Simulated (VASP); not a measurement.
**ZnB: changing the functional**

It takes space group Pm-3m (No. 221, cubic). The conventional cell has a = 2.807 Å, b = 2.807 Å, c = 2.807 Å, α = 90.00°, β = 90.00°, γ = 90.00°. Zn (site symmetry m-3m) is surrounded by 8 B at 2.43 Å. Around B (site symmetry m-3m) lie 8 Zn at 2.43 Å.

The cell comes from a database or a generator and needn't be the stable form of this composition.

Kept alike: task band structure; k mesh 9 × 9 × 9; occupations fermi-dirac, width 0.05 eV; no spin polarisation. Program: VASP, PAW files B, Zn, 520 eV. The mesh is that of the run's cell of 2 atoms. No spin-orbit coupling.

| functional | pressure (GPa) |
| --- | --- |
| AM05 | -5.24 |
| BLYP | 8.55 |
| LDA | -7.97 |
| PBE | 0.59 |
| PBEsol | -4.27 |
| PW91 | 1.28 |
| RPBE | 3.86 |
| SCAN | -3.97 |
| TPSS | -2.22 |
| r2SCAN | -1.86 |
| revPBE | 3.03 |

Pressure is positive in compression; the values hold the error of the finite cutoff, so their zero can differ a little from the energy's minimum. For a metal such a mesh leaves the last digits unconverged. Runs of this series that gave no sound value for these columns are left out. Potentials were made for PBE (AM05, BLYP, PBE, PBEsol, PW91, RPBE, SCAN, TPSS, r2SCAN, revPBE); LDA (LDA).

Q: What does the functional change here?

A: The pressure runs from -7.97 (LDA) to 8.55 GPa (BLYP). From PBE: AM05 -5.83; BLYP +7.96; LDA -8.56; PBEsol -4.86; PW91 +0.69; RPBE +3.27; SCAN -4.56; TPSS -2.81; r2SCAN -2.45; revPBE +2.44. A positive pressure means that the functional's own cell is larger than the one given, a negative one that it is smaller.
